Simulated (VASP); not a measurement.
Li3ZrN2: phonons with PBE

Li3ZrN2:

```
CELL_PARAMETERS angstrom
3.18078 0.00000 0.00000
0.00000 3.18078 0.00000
0.00000 0.00000 8.64802
ATOMIC_POSITIONS crystal
Li 0.00000 0.00000 0.88536
Li 0.00000 0.00000 0.37452
Li 0.50000 0.50000 0.59319
Zr 0.50000 0.50000 0.15721
N 0.00000 0.00000 0.11108
N 0.50000 0.50000 0.37882
```

The cell was built by a generator and needn't be a form met in nature.

```
Program                : VASP 6.6.1
Task                   : phonons
Functional             : PBE
Potentials or basis    : VASP PAW PBE potentials, release 64 (Li_sv, Zr_sv, N)
Cutoff                 : 520 eV
k mesh                 : 10 × 10 × 4
Occupations            : gaussian, width 0.1 eV
Spin                   : no spin polarisation
By perturbation theory : no
Further INCAR settings : ALGO = Normal; EDIFF = 1e-08; IBRION = 6; POTIM = 0.015; NSW = 1
```

- Highest phonon frequency at Γ, LO-TO splitting left out: 833 cm⁻¹

Phonon frequencies in cm⁻¹ (negative: imaginary):
| q point | frequencies |
| --- | --- |
| (0.000, 0.000, 0.000) | -1 -1 0 104 104 180 180 190 190 306 306 325 360 360 410 480 522 833 |

It took 4.5 min on 4 MPI ranks on Intel(R) Xeon(R) 6975P-C (Granite Rapids) (shared host), peak memory 0.52 GiB a rank.
